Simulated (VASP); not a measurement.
Here is the system:

```
AuCu
1.0
    2.86731     0.00000     0.00000
    0.00000     2.86731     0.00000
    0.00000     0.00000     3.53291
Cu Au
1 1
Direct
  0.00000   0.00000   0.00000
  0.50000   0.50000   0.50000
```

These are r2SCAN meta-GGA, VASP's PBE PAW potentials (set 64) (plane waves; VASP) values and carry that method's errors. Settings: 480 eV cut-off, 12×12×10 Γ-centred mesh, first-order Methfessel-Paxton smearing of 0.10 eV, potentials Cu Au.

Energy and stress use the plane-wave basis of the starting cell.

### Question
The ions, cell shape and volume at an external pressure of 10.0 GPa are relaxed. Give the cell that the relaxation ends in.

### Answer

```
AuCu
1.0
    2.82524     0.00000     0.00000
    0.00000     2.82524     0.00000
    0.00000     0.00000     3.45604
Cu Au
1 1
Direct
  0.00000   0.00000   0.00000
  0.50000   0.50000   0.50000
```
Space group P4/mmm (123), at a tolerance of 0.03 Å.

### Question
How do energy and volume change from the first to the last step?

### Answer
The energy (σ→0) changes by +22.6 meV/atom and the volume by -5.0 %, in 6 ionic steps.

The compound is CuAu in the L1_0 structure. This run relaxes it under an external pressure of 10 GPa. Symmetry was kept, so distortions that lower it aren't found.
